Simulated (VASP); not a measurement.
Output of a VASP run:

File OUTCAR:
```
 ion  position               nearest neighbor table
   1  0.500  0.000  0.000-  33 2.60  46 2.60  54 2.60  62 2.60
   2  0.750  0.250  0.000-  33 2.60  34 2.60  44 2.60  55 2.60
   3  0.750  0.000  0.250-  33 2.60  35 2.60  39 2.60  49 2.60
   4  0.000  0.000  0.000-  36 2.60  39 2.60  44 2.60  63 2.60
   5  0.250  0.250  0.000-  36 2.60  37 2.60  54 2.60  60 2.60
   6  0.500  0.500  0.000-  37 2.60  38 2.60  55 2.60  61 2.60
   7  0.750  0.750  0.000-  38 2.60  39 2.60  56 2.60  62 2.60
   8  0.250  0.000  0.250-  36 2.60  40 2.60  46 2.60  57 2.60
   9  0.502  0.254  0.251-  37 2.59  33 2.62  40 2.63
  10  0.746  0.497  0.251-  38 2.60  34 2.61  41 2.64
  11  0.500  0.000  0.500-  40 2.60  42 2.60  49 2.60  59 2.60
  12  0.754  0.247  0.503-  35 2.56  43 2.58  42 2.59
  13  0.750  0.000  0.750-  42 2.60  44 2.60  53 2.60  62 2.60
  14  0.000  0.500  0.000-  34 2.60  45 2.60  56 2.60  60 2.60
  15  0.250  0.750  0.000-  45 2.60  46 2.60  61 2.60  63 2.60
  16  0.000  0.250  0.250-  34 2.60  35 2.60  36 2.60  47 2.60
  17  0.250  0.500  0.250-  37 2.60  45 2.60  47 2.60  48 2.60
  18  0.500  0.750  0.250-  38 2.60  46 2.60  48 2.60  49 2.60
  19  0.000  0.000  0.500-  35 2.60  50 2.60  53 2.60  57 2.60
  20  0.250  0.250  0.500-  40 2.60  47 2.60  50 2.60  51 2.60
  21  0.503  0.496  0.497-  51 2.61  48 2.63  52 2.63
  22  0.750  0.750  0.500-  41 2.60  49 2.60  52 2.60  53 2.60
  23  0.250  0.000  0.750-  50 2.60  54 2.60  59 2.60  63 2.60
  24  0.500  0.250  0.750-  42 2.60  51 2.60  54 2.60  55 2.60
  25  0.750  0.500  0.750-  43 2.60  52 2.60  55 2.60  56 2.60
  26  0.000  0.750  0.250-  39 2.60  41 2.60  45 2.60  57 2.60
  27  0.000  0.500  0.500-  41 2.60  43 2.60  47 2.60  58 2.60
  28  0.250  0.750  0.500-  48 2.60  57 2.60  58 2.60  59 2.60
  29  0.000  0.250  0.750-  43 2.60  44 2.60  50 2.60  60 2.60
  30  0.250  0.500  0.750-  51 2.60  58 2.60  60 2.60  61 2.60
  31  0.500  0.750  0.750-  52 2.60  59 2.60  61 2.60  62 2.60
  32  0.000  0.750  0.750-  53 2.60  56 2.60  58 2.60  63 2.60
  33  0.625  0.125  0.125-   1 2.60   2 2.60   3 2.60   9 2.62
  34  0.875  0.375  0.125-   2 2.60  14 2.60  16 2.60  10 2.61
  35  0.875  0.125  0.375-  12 2.56   3 2.60  16 2.60  19 2.60
  36  0.125  0.125  0.125-   4 2.60   5 2.60   8 2.60  16 2.60
  37  0.375  0.375  0.125-   9 2.59   6 2.60   5 2.60  17 2.60
  38  0.625  0.625  0.125-   6 2.60   7 2.60  18 2.60  10 2.60
  39  0.875  0.875  0.125-   3 2.60   4 2.60   7 2.60  26 2.60
  40  0.375  0.125  0.375-   8 2.60  11 2.60  20 2.60   9 2.63
  41  0.875  0.625  0.375-  22 2.60  26 2.60  27 2.60  10 2.64
  42  0.625  0.125  0.625-  12 2.59  11 2.60  13 2.60  24 2.60
  43  0.875  0.375  0.625-  12 2.58  25 2.60  27 2.60  29 2.60
  44  0.875  0.125  0.875-   2 2.60   4 2.60  13 2.60  29 2.60
  45  0.125  0.625  0.125-  14 2.60  15 2.60  17 2.60  26 2.60
  46  0.375  0.875  0.125-   1 2.60   8 2.60  15 2.60  18 2.60
  47  0.125  0.375  0.375-  16 2.60  17 2.60  20 2.60  27 2.60
  48  0.375  0.625  0.375-  17 2.60  18 2.60  28 2.60  21 2.63
  49  0.625  0.875  0.375-   3 2.60  11 2.60  18 2.60  22 2.60
  50  0.125  0.125  0.625-  19 2.60  20 2.60  23 2.60  29 2.60
  51  0.375  0.375  0.625-  20 2.60  24 2.60  30 2.60  21 2.61
  52  0.625  0.625  0.625-  22 2.60  25 2.60  31 2.60  21 2.63
  53  0.875  0.875  0.625-  13 2.60  19 2.60  22 2.60  32 2.60
  54  0.375  0.125  0.875-   1 2.60   5 2.60  23 2.60  24 2.60
  55  0.625  0.375  0.875-   2 2.60   6 2.60  24 2.60  25 2.60
  56  0.875  0.625  0.875-   7 2.60  14 2.60  25 2.60  32 2.60
  57  0.125  0.875  0.375-   8 2.60  19 2.60  26 2.60  28 2.60
  58  0.125  0.625  0.625-  27 2.60  28 2.60  30 2.60  32 2.60
  59  0.375  0.875  0.625-  11 2.60  23 2.60  28 2.60  31 2.60
  60  0.125  0.375  0.875-   5 2.60  14 2.60  29 2.60  30 2.60
  61  0.375  0.625  0.875-   6 2.60  15 2.60  30 2.60  31 2.60
  62  0.625  0.875  0.875-   1 2.60   7 2.60  13 2.60  31 2.60
  63  0.125  0.875  0.875-   4 2.60  15 2.60  23 2.60  32 2.60
 Subroutine IBZKPT returns following result:
 Found      1 irreducible k-points:

 Following reciprocal coordinates:
            Coordinates               Weight
  0.000000  0.000000  0.000000      1.000000
   k-points           NKPTS =      1   k-points in BZ     NKDIM =      1   number of bands    NBANDS=    158
   number of dos      NEDOS =    301   number of ions     NIONS =     63
   total plane-waves  NPLWV = 216000
   dimension x,y,z NGX =    60 NGY =   60 NGZ =   60
   dimension x,y,z NGXF=   120 NGYF=  120 NGZF=  120
   ions per type =              32  31
   PREC   = normal    normal or accurate (medium, high low for compatibility)
   ISTART =      0    job   : 0-new  1-cont  2-samecut
   ICHARG =      2    charge: 1-file 2-atom 10-const
   ISPIN  =      2    spin polarized calculation?
...
```

**OSZICAR**
```
...
   3 F= -.25975045E+03 E0= -.25973119E+03  d E =-.713863E-01  mag=     2.0000
       N       E                     dE             d eps       ncg     rms          rms(c)
DAV:   1    -0.259750727058E+03   -0.27968E-03   -0.20203E-02   752   0.246E-01    0.899E-02
RMM:   2    -0.259750844222E+03   -0.11716E-03   -0.15805E-03   632   0.815E-02    0.222E-02
RMM:   3    -0.259750864841E+03   -0.20619E-04   -0.27992E-04   641   0.373E-02    0.153E-02
RMM:   4    -0.259750864491E+03    0.34975E-06   -0.48802E-05   543   0.165E-02
   4 F= -.25975086E+03 E0= -.25973161E+03  d E =-.717987E-01  mag=     2.0000
       N       E                     dE             d eps       ncg     rms          rms(c)
DAV:   1    -0.259756239013E+03   -0.53742E-02   -0.73616E-02   688   0.490E-01    0.183E-01
RMM:   2    -0.259756588898E+03   -0.34989E-03   -0.57162E-03   632   0.154E-01    0.508E-02
RMM:   3    -0.259756670329E+03   -0.81431E-04   -0.12339E-03   693   0.712E-02    0.371E-02
RMM:   4    -0.259756651026E+03    0.19304E-04   -0.16094E-04   635   0.289E-02    0.170E-02
RMM:   5    -0.259756655606E+03   -0.45809E-05   -0.72641E-05   611   0.166E-02
   5 F= -.25975666E+03 E0= -.25973740E+03  d E =-.579112E-02  mag=     2.0000
       N       E                     dE             d eps       ncg     rms          rms(c)
DAV:   1    -0.259758728445E+03   -0.20774E-02   -0.10273E-01   696   0.579E-01    0.218E-01
RMM:   2    -0.259759222988E+03   -0.49454E-03   -0.82238E-03   632   0.184E-01    0.604E-02
RMM:   3    -0.259759350260E+03   -0.12727E-03   -0.18294E-03   698   0.854E-02    0.452E-02
RMM:   4    -0.259759321962E+03    0.28297E-04   -0.23884E-04   635   0.346E-02    0.191E-02
RMM:   5    -0.259759329552E+03   -0.75902E-05   -0.10433E-04   633   0.199E-02    0.112E-02
RMM:   6    -0.259759327598E+03    0.19547E-05   -0.17265E-05   387   0.917E-03
   6 F= -.25975933E+03 E0= -.25974007E+03  d E =-.846311E-02  mag=     2.0000
       N       E                     dE             d eps       ncg     rms          rms(c)
DAV:   1    -0.259760574482E+03   -0.12449E-02   -0.35284E-02   720   0.333E-01    0.122E-01
RMM:   2    -0.259760792110E+03   -0.21763E-03   -0.28811E-03   632   0.109E-01    0.298E-02
RMM:   3    -0.259760844168E+03   -0.52058E-04   -0.59204E-04   689   0.508E-02    0.252E-02
RMM:   4    -0.259760838472E+03    0.56954E-05   -0.72539E-05   615   0.204E-02
   7 F= -.25976084E+03 E0= -.25974158E+03  d E =-.151087E-02  mag=     2.0000
       N       E                     dE             d eps       ncg     rms          rms(c)
DAV:   1    -0.259760972535E+03   -0.12837E-03   -0.10654E-02   752   0.182E-01    0.682E-02
RMM:   2    -0.259761030798E+03   -0.58263E-04   -0.85275E-04   632   0.592E-02    0.179E-02
RMM:   3    -0.259761049711E+03   -0.18913E-04   -0.19872E-04   690   0.286E-02    0.148E-02
RMM:   4    -0.259761049074E+03    0.63716E-06   -0.22226E-05   397   0.113E-02
   8 F= -.25976105E+03 E0= -.25974179E+03  d E =-.172148E-02  mag=     2.0000
       N       E                     dE             d eps       ncg     rms          rms(c)
DAV:   1    -0.259761635936E+03   -0.58623E-03   -0.21111E-02   688   0.257E-01    0.805E-02
RMM:   2    -0.259761744792E+03   -0.10886E-03   -0.13640E-03   632   0.778E-02    0.209E-02
RMM:   3    -0.259761775102E+03   -0.30310E-04   -0.30373E-04   690   0.372E-02    0.196E-02
RMM:   4    -0.259761774395E+03    0.70677E-06   -0.35637E-05   467   0.146E-02
   9 F= -.25976177E+03 E0= -.25974251E+03  d E =-.725322E-03  mag=     2.0000
```

File OUTCAR:
```
------------------------ aborting loop because EDIFF is reached ----------------------------------------
  FORCE on cell =-STRESS in cart. coord.  units (eV):
  Direction    XX          YY          ZZ          XY          YZ          ZX
  --------------------------------------------------------------------------------------
  Total       -3.0409126     -3.0675019     -3.0676114     -0.0129558     -0.0881866      0.0929930
  in kB       -2.8198286     -2.8444848     -2.8445863     -0.0120139     -0.0817751      0.0862321
  external PRESSURE =      -2.8362999 kB  Pullay stress =       0.0000000 kB
  volume of cell :     1727.79
      direct lattice vectors                 reciprocal lattice vectors
    11.999521734  0.000000000  0.000000000     0.083336655  0.000000000  0.000000000
     0.000000000 11.999521734  0.000000000     0.000000000  0.083336655  0.000000000
     0.000000000  0.000000000 11.999521734     0.000000000  0.000000000  0.083336655
  FREE ENERGIE OF THE ION-ELECTRON SYSTEM (eV)
  ---------------------------------------------------
  free  energy   TOTEN  =      -259.7617743951 eV

  energy  without entropy=     -259.7232516352  energy(sigma->0) =     -259.74251302

 total charge

# of ion       s       p       d       tot
------------------------------------------
    1        1.176   1.334   0.208   2.718
    2        1.177   1.357   0.213   2.748
    3        1.178   1.358   0.213   2.749
    4        1.176   1.349   0.212   2.737
    5        1.176   1.336   0.208   2.720
    6        1.177   1.358   0.213   2.748
    7        1.176   1.334   0.208   2.719
    8        1.176   1.334   0.208   2.718
    9        1.212   1.159   0.160   2.531
   10        1.212   1.158   0.159   2.529
   11        1.178   1.358   0.213   2.749
   12        1.215   1.178   0.164   2.557
   13        1.176   1.336   0.208   2.721
   14        1.176   1.333   0.208   2.717
   15        1.176   1.348   0.211   2.736
   16        1.177   1.358   0.213   2.749
   17        1.177   1.358   0.213   2.748
   18        1.177   1.358   0.213   2.748
   19        1.176   1.335   0.208   2.719
   20        1.177   1.358   0.213   2.748
   21        1.212   1.157   0.159   2.528
   22        1.177   1.359   0.213   2.749
   23        1.176   1.350   0.212   2.738
   24        1.178   1.358   0.213   2.749
   25        1.178   1.358   0.213   2.749
   26        1.176   1.334   0.208   2.718
   27        1.178   1.358   0.214   2.749
   28        1.176   1.336   0.209   2.721
   29        1.176   1.337   0.208   2.722
   30        1.176   1.333   0.208   2.717
   31        1.176   1.333   0.208   2.717
   32        1.176   1.349   0.212   2.737
   33        1.041   1.454   0.000   2.495
   34        1.041   1.453   0.000   2.495
   35        1.041   1.455   0.000   2.496
   36        1.038   1.464   0.000   2.502
   37        1.041   1.454   0.000   2.496
   38        1.041   1.454   0.000   2.495
   39        1.038   1.464   0.000   2.502
   40        1.041   1.453   0.000   2.495
   41        1.041   1.453   0.000   2.495
   42        1.041   1.455   0.000   2.497
   43        1.041   1.455   0.000   2.497
   44        1.038   1.464   0.000   2.502
   45        1.038   1.464   0.000   2.502
   46        1.038   1.464   0.000   2.502
   47        1.041   1.464   0.000   2.506
   48        1.041   1.454   0.000   2.495
...
```
(Selected blocks of OUTCAR.)

**POSCAR**
```
In32P31
1
   11.9995217336     0.0000000000     0.0000000000
    0.0000000000    11.9995217336    -0.0000000000
   -0.0000000000    -0.0000000000    11.9995217336
In P
32 31
Direct
  0.5000000000   0.0000000000   0.0000000000
  0.7500000000   0.2500000000   0.0000000000
  0.7500000000   0.0000000000   0.2500000000
  0.0000000000   0.0000000000   0.0000000000
  0.2500000000   0.2500000000   0.0000000000
  0.5000000000   0.5000000000   0.0000000000
  0.7500000000   0.7500000000   0.0000000000
  0.2500000000   0.0000000000   0.2500000000
  0.5017240000   0.2541880000   0.2511650000
  0.7458970000   0.4969300000   0.2512380000
  0.5000000000   0.0000000000   0.5000000000
  0.7542140000   0.2465940000   0.5025270000
  0.7500000000   0.0000000000   0.7500000000
  0.0000000000   0.5000000000   0.0000000000
  0.2500000000   0.7500000000   0.0000000000
  0.0000000000   0.2500000000   0.2500000000
  0.2500000000   0.5000000000   0.2500000000
  0.5000000000   0.7500000000   0.2500000000
  0.0000000000   0.0000000000   0.5000000000
  0.2500000000   0.2500000000   0.5000000000
  0.5030200000   0.4958310000   0.4968020000
  0.7500000000   0.7500000000   0.5000000000
  0.2500000000   0.0000000000   0.7500000000
  0.5000000000   0.2500000000   0.7500000000
  0.7500000000   0.5000000000   0.7500000000
  0.0000000000   0.7500000000   0.2500000000
  0.0000000000   0.5000000000   0.5000000000
  0.2500000000   0.7500000000   0.5000000000
  0.0000000000   0.2500000000   0.7500000000
  0.2500000000   0.5000000000   0.7500000000
  0.5000000000   0.7500000000   0.7500000000
  0.0000000000   0.7500000000   0.7500000000
  0.6250000000   0.1250000000   0.1250000000
  0.8750000000   0.3750000000   0.1250000000
  0.8750000000   0.1250000000   0.3750000000
  0.1250000000   0.1250000000   0.1250000000
  0.3750000000   0.3750000000   0.1250000000
  0.6250000000   0.6250000000   0.1250000000
  0.8750000000   0.8750000000   0.1250000000
  0.3750000000   0.1250000000   0.3750000000
  0.8750000000   0.6250000000   0.3750000000
  0.6250000000   0.1250000000   0.6250000000
  0.8750000000   0.3750000000   0.6250000000
  0.8750000000   0.1250000000   0.8750000000
  0.1250000000   0.6250000000   0.1250000000
  0.3750000000   0.8750000000   0.1250000000
  0.1250000000   0.3750000000   0.3750000000
  0.3750000000   0.6250000000   0.3750000000
  0.6250000000   0.8750000000   0.3750000000
  0.1250000000   0.1250000000   0.6250000000
  0.3750000000   0.3750000000   0.6250000000
  0.6250000000   0.6250000000   0.6250000000
  0.8750000000   0.8750000000   0.6250000000
  0.3750000000   0.1250000000   0.8750000000
  0.6250000000   0.3750000000   0.8750000000
  0.8750000000   0.6250000000   0.8750000000
  0.1250000000   0.8750000000   0.3750000000
  0.1250000000   0.6250000000   0.6250000000
  0.3750000000   0.8750000000   0.6250000000
  0.1250000000   0.3750000000   0.8750000000
  0.3750000000   0.6250000000   0.8750000000
  0.6250000000   0.8750000000   0.8750000000
  0.1250000000   0.8750000000   0.8750000000
```

Write an INCAR and KPOINTS that could have produced this output.

One answer among several that fit: the input of the run itself, PBE GGA, plane waves, VASP's PBE PAW potentials (set 64).

**KPOINTS**
```
Automatic mesh
0
G
1 1 1
```

**INCAR**
```
SYSTEM = In32P31
PREC = Normal
ENCUT = 400
EDIFF = 1E-5
NELM = 100
ALGO = Fast
LREAL = Auto
LASPH = .TRUE.
ISMEAR = 0
SIGMA = 0.05
GGA = PE
LMAXMIX = 4
LWAVE = .TRUE.
LCHARG = .FALSE.
NELMIN = 4
ISYM = 0
NELECT = 250.0
ISPIN = 2
NUPDOWN = 2
MAGMOM = 63*0.0317
LORBIT = 10
IBRION = 2
ISIF = 2
NSW = 60
EDIFFG = -0.03
```

POTCAR, in this order: In P (PBE.64 set). Program: vasp_gam.

The cell is charged, with a uniform compensating background. The supercell is sampled at Γ alone, which is coarse: total energies, pressure and levels can be off, energies of defects by several tenths of an eV.

The cell is a supercell with a defect, built from InP (zinc blende): vac_P, charge +1.
